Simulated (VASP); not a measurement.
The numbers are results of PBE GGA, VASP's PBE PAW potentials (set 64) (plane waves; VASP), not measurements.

VASP ran on this input.

File KPOINTS:
```
Automatic mesh
0
gamma
 4 4 4
0 0 0
```

**INCAR**
```
# general
SYSTEM =ZnCu2SnS4
PREC   =Accurate
ENCUT  =300
LREAL  =.False.
LASPH  =.True.

# electronic loop
EDIFF  =1E-6
NELM   =100
ALGO   =Normal
LMAXMIX=4

# smearing
ISMEAR =-1
SIGMA  =0.1

# functional
GGA    =PE

# ions
ISIF   =2

# output
LWAVE  =.False.
LCHARG =.False.
```

### POSCAR
```
ZnCu2SnS4
1.0
 -2.6867230000   2.6867230000   5.3641510000
  2.6867230000  -2.6867230000   5.3641510000
  2.6867230000   2.6867230000  -5.3641510000
Cu Zn Sn S
2 1 1 4
Cartesian
  0.0000000000   0.0000000000   0.0000000000
  0.0000000000   2.6867230000   2.6820755000
  2.6867230000   0.0000000000   2.6820755000
  0.0000000000   0.0000000000   5.3641510000
  4.0633998652   1.3078967564   1.3754755994
  1.3078967564   1.3100461348  -1.3754755994
 -1.3766768652   1.3788262436   6.7396265994
  1.3788262436   1.3766768652   3.9886754006
```

POTCAR, in this order: Cu Zn Sn_d S (PBE.64 set). Program: vasp_std.

Output

File OUTCAR:
```
 ion  position               nearest neighbor table
   1  0.000  0.000  0.000-   5 2.31   8 2.31   7 2.31   6 2.31
   2  0.750  0.250  0.500-   6 2.31   7 2.31   5 2.31   8 2.31
   3  0.250  0.750  0.500-   8 2.31   6 2.31   7 2.31   5 2.31
   4  0.500  0.500  0.000-   8 2.39   5 2.39   7 2.39   6 2.39
   5  0.372  0.884  1.000-   3 2.31   1 2.31   2 2.31   4 2.39
   6  0.116  0.115  0.487-   3 2.31   1 2.31   2 2.31   4 2.39
   7  0.885  0.372  0.000-   3 2.31   1 2.31   2 2.31   4 2.39
   8  0.628  0.628  0.513-   3 2.31   1 2.31   2 2.31   4 2.39
  LATTYP: Found a body centered tetragonal cell.
 ALAT       =     5.3734460000
 C/A-ratio  =     1.9965403951
 Subroutine PRICEL returns:
 Original cell was already a primitive cell.
 Subroutine GETGRP returns: Found  4 space group operations
The static configuration has the point symmetry S_4 .
The dynamic configuration has the point symmetry S_4 .
 Subroutine INISYM returns: Found  4 space group operations
 Subroutine IBZKPT returns following result:
 Found     14 irreducible k-points:

 Following reciprocal coordinates:
            Coordinates               Weight
  0.000000  0.000000  0.000000      1.000000
  0.250000  0.000000 -0.000000      8.000000
  0.500000  0.000000 -0.000000      4.000000
  0.250000  0.250000 -0.000000      8.000000
  0.500000  0.250000  0.000000      8.000000
  0.500000 -0.250000 -0.250000      8.000000
 -0.250000  0.250000  0.000000      4.000000
  0.500000  0.500000 -0.000000      2.000000
  0.250000  0.250000  0.250000      2.000000
 -0.250000  0.250000  0.250000      4.000000
  0.500000  0.500000  0.250000      4.000000
 -0.250000  0.500000  0.250000      8.000000
 -0.250000 -0.250000  0.250000      2.000000
  0.500000  0.500000  0.500000      1.000000
   k-points           NKPTS =     14   k-points in BZ     NKDIM =     14   number of bands    NBANDS=     43
   number of dos      NEDOS =    301   number of ions     NIONS =      8
   total plane-waves  NPLWV =  64000
   dimension x,y,z NGX =    40 NGY =   40 NGZ =   40
   dimension x,y,z NGXF=    80 NGYF=   80 NGZF=   80
   ions per type =               2   1   1   4
   PREC   = accura    normal or accurate (medium, high low for compatibility)
   ISTART =      0    job   : 0-new  1-cont  2-samecut
   ICHARG =      2    charge: 1-file 2-atom 10-const
   ISPIN  =      1    spin polarized calculation?
   LNONCOLLINEAR =      F non collinear calculations
   LSORBIT =      F    spin-orbit coupling
   INIWAV =      1    electr: 0-lowe 1-rand  2-diag
   ENCUT  =  300.0 eV  22.05 Ry    4.70 a.u.   9.28  9.28  9.28*2*pi/ulx,y,z
   NELM   =    100;   NELMIN=  2; NELMDL= -5     # of ELM steps
   EDIFF  = 0.1E-05   stopping-criterion for ELM
   LREAL  =      F    real-space projection
   NLSPLINE    = F    spline interpolate recip. space projectors
   LMAXMIX     =    4 max onsite mixed and CHGCAR
   VOSKOWN=      0    Vosko Wilk Nusair interpolation
   EDIFFG = 0.1E-04   stopping-criterion for IOM
   NSW    =      0    number of steps for IOM
   NBLOCK =      1;   KBLOCK =      1    inner block; outer block
   IBRION =     -1    ionic relax: 0-MD 1-quasi-New 2-CG
   NFREE  =      0    steps in history (QN), initial steepest desc. (CG)
   ISIF   =      2    stress and relaxation
   ISYM   =      2    0-nonsym 1-usesym 2-fastsym
   TEIN   =    0.0    initial temperature
   TEBEG  =    0.0;   TEEND  =   0.0 temperature during run
   SMASS  =  -3.00    Nose mass-parameter (am)
   PSTRESS=    0.0 pullay stress
   NELECT =      72.0000    total number of electrons
   EFERMI =   0.00;   METHOD = LEGACY
   ISMEAR =    -1;   SIGMA  =   0.10  broadening in eV -4-tet -1-fermi 0-gaus
   IALGO  =     38    algorithm
   LDIAG  =      T    sub-space diagonalisation (order eigenvalues)
   IMIX   =      4    mixing-type and parameters
     AMIX     =   0.40;   BMIX     =  1.00
...
```

OSZICAR:
```
       N       E                     dE             d eps       ncg     rms          rms(c)
DAV:   1     0.602676239029E+03    0.60268E+03   -0.23552E+04  1212   0.147E+03
DAV:   2     0.633351418760E+02   -0.53934E+03   -0.52466E+03  1204   0.413E+02
DAV:   3    -0.284557396334E+02   -0.91791E+02   -0.90437E+02  1542   0.177E+02
DAV:   4    -0.345146353296E+02   -0.60589E+01   -0.59995E+01  1600   0.476E+01
DAV:   5    -0.348220638773E+02   -0.30743E+00   -0.30692E+00  1856   0.109E+01    0.180E+01
DAV:   6    -0.341419816237E+02    0.68008E+00   -0.36342E+01  1861   0.921E+01    0.131E+01
DAV:   7    -0.322343891252E+02    0.19076E+01   -0.10840E+01  1664   0.782E+01    0.869E+00
DAV:   8    -0.325171854405E+02   -0.28280E+00   -0.39278E+00  1872   0.200E+01    0.409E+00
DAV:   9    -0.323782506100E+02    0.13893E+00   -0.13825E+00  1704   0.199E+01    0.759E-01
DAV:  10    -0.323748323748E+02    0.34182E-02   -0.10357E-01  1768   0.543E+00    0.249E-01
DAV:  11    -0.323758264117E+02   -0.99404E-03   -0.12511E-02  1912   0.144E+00    0.193E-01
DAV:  12    -0.323760695542E+02   -0.24314E-03   -0.17494E-03  1928   0.963E-01    0.772E-02
DAV:  13    -0.323761958275E+02   -0.12627E-03   -0.50501E-04  1744   0.315E-01    0.475E-02
DAV:  14    -0.323761949387E+02    0.88883E-06   -0.15465E-04  1832   0.222E-01    0.226E-02
DAV:  15    -0.323761986934E+02   -0.37547E-05   -0.35461E-05  1816   0.665E-02    0.808E-03
DAV:  16    -0.323762013694E+02   -0.26760E-05   -0.41628E-06  1208   0.158E-02    0.479E-03
DAV:  17    -0.323762017923E+02   -0.42292E-06   -0.74919E-07   920   0.932E-03
   1 F= -.32376202E+02 E0= -.32373726E+02  d E =-.495207E-02
```

File OUTCAR:
```
------------------------ aborting loop because EDIFF is reached ----------------------------------------
  FORCE on cell =-STRESS in cart. coord.  units (eV):
  Direction    XX          YY          ZZ          XY          YZ          ZX
  --------------------------------------------------------------------------------------
  Total        4.2091875      4.2091875      4.1021860      0.0000001      0.0000000     -0.0000000
  in kB       43.5413695     43.5413695     42.4345070      0.0000009      0.0000000     -0.0000000
  external PRESSURE =      43.1724153 kB  Pullay stress =       0.0000000 kB
  volume of cell :      154.88
      direct lattice vectors                 reciprocal lattice vectors
    -2.686723000  2.686723000  5.364151000     0.000000000  0.186100316  0.093211395
     2.686723000 -2.686723000  5.364151000     0.186100316  0.000000000  0.093211395
     2.686723000  2.686723000 -5.364151000     0.186100316  0.186100316  0.000000000
 POSITION                                       TOTAL-FORCE (eV/Angst)
 -----------------------------------------------------------------------------------
      0.00000      0.00000      0.00000        -0.000000      0.000000     -0.000000
      0.00000      2.68672      2.68208        -0.000000     -0.000000     -0.000000
      2.68672      0.00000      2.68208         0.000000      0.000000     -0.000000
      0.00000      0.00000      5.36415         0.000000      0.000000     -0.000000
      4.06340      1.30790      1.37548         0.629491     -0.204257      0.247685
      1.30790      1.31005     -1.37548        -0.204257     -0.629491     -0.247685
     -1.37668      1.37883      6.73963        -0.629491      0.204257      0.247685
      1.37883      1.37668      3.98868         0.204257      0.629491     -0.247685
 -----------------------------------------------------------------------------------
    total drift:                                0.000061      0.000060      0.000056
  FREE ENERGIE OF THE ION-ELECTRON SYSTEM (eV)
  ---------------------------------------------------
  free  energy   TOTEN  =       -32.3762017923 eV

  energy  without entropy=      -32.3712497272  energy(sigma->0) =      -32.37372576
```
(Selected blocks of OUTCAR.)

### OUTCAR
```
 val. band max:        5.2346384410   @ k =   0.0000   0.0000   0.0000

 cond. band min:       5.6861419252   @ k =   0.0000   0.0000   0.0000


 Fermi energy:         5.5367484056

 k-point     1 :       0.0000    0.0000    0.0000
  band No.  band energies     occupation
      1     -17.0819      2.00000
      2     -17.0780      2.00000
      3     -17.0780      2.00000
      4     -16.9768      2.00000
      5     -16.9689      2.00000
      6      -9.5670      2.00000
      7      -7.9208      2.00000
      8      -7.9062      2.00000
      9      -7.9062      2.00000
     10      -3.0276      2.00000
     11      -2.0264      2.00000
     12      -1.9422      2.00000
     13      -1.9418      2.00000
     14      -1.9418      2.00000
     15      -1.8349      2.00000
     16      -0.6129      2.00000
     17       0.1198      2.00000
     18       0.1632      2.00000
     19       0.5601      2.00000
     20       0.5601      2.00000
     21       0.6194      2.00000
     22       1.3944      2.00000
     23       1.3944      2.00000
     24       1.9239      2.00000
     25       1.9239      2.00000
     26       1.9388      2.00000
     27       3.1250      2.00000
     28       3.1465      2.00000
     29       3.3626      2.00000
     30       3.6101      2.00000
     31       3.6195      2.00000
     32       3.6195      2.00000
     33       3.7816      2.00000
     34       5.1539      1.95742
     35       5.1539      1.95742
     36       5.2346      1.90704
     37       5.6861      0.36666
     38       7.2525      0.00000
     39       8.2115      0.00000
     40       9.0989      0.00000
     41       9.0989      0.00000
     42      10.1757      0.00000
     43      10.2914      0.00000

 k-point     2 :       0.2500    0.0000   -0.0000
  band No.  band energies     occupation
      1     -17.0822      2.00000
      2     -17.0781      2.00000
      3     -17.0778      2.00000
      4     -16.9764      2.00000
      5     -16.9686      2.00000
...
```

At this cut-off the stress carries a Pulay error, which pulls relaxed volumes low. Unless said otherwise, spin-orbit coupling is left out, though it shifts the bands of the heavy elements here.

The structure comes from a measured ZnCu2SnS4 entry of the Crystallography Open Database, whose conditions weren't checked. The cell was not relaxed at this level, and its volume differs by -5.9 % from the start's.
